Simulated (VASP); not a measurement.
Input:

```
CELL_PARAMETERS angstrom
      2.71352     0.00000     0.00000
     -0.90451     2.55833     0.00000
      0.00000     0.00000    25.99840
ATOMIC_POSITIONS crystal
  Mo 0.50000 0.50000 0.32956
  Mo 0.00000 0.00000 0.41478
  Mo 0.50000 0.50000 0.50000
  Mo 0.00000 0.00000 0.58522
  Mo 0.50000 0.50000 0.67044
```

Calculation: PBEsol GGA, VASP's PBE PAW potentials (set 64) (plane waves; VASP). Run with PREC = Normal, EDIFF = 1E-5, 400 eV cut-off, 11×11×1 Γ-centred mesh, first-order Methfessel-Paxton smearing of 0.10 eV, potentials Mo_sv.

Task: The ions are relaxed. Which structure does the run end with?

Result: 
```
CELL_PARAMETERS angstrom
      2.71352     0.00000     0.00000
     -0.90451     2.55833     0.00000
      0.00000     0.00000    25.99840
ATOMIC_POSITIONS crystal
  Mo 0.50000 0.50000 0.33350
  Mo 0.00000 0.00000 0.41432
  Mo 0.50000 0.50000 0.50000
  Mo 0.00000 0.00000 0.58568
  Mo 0.50000 0.50000 0.66650
```

Task: How much energy does the relaxation gain?

Result: The energy (σ→0) changes by -15.6 meV/atom, in 8 ionic steps.

The cell is a thin slab with vacuum, built from Mo (bcc): (110) face.
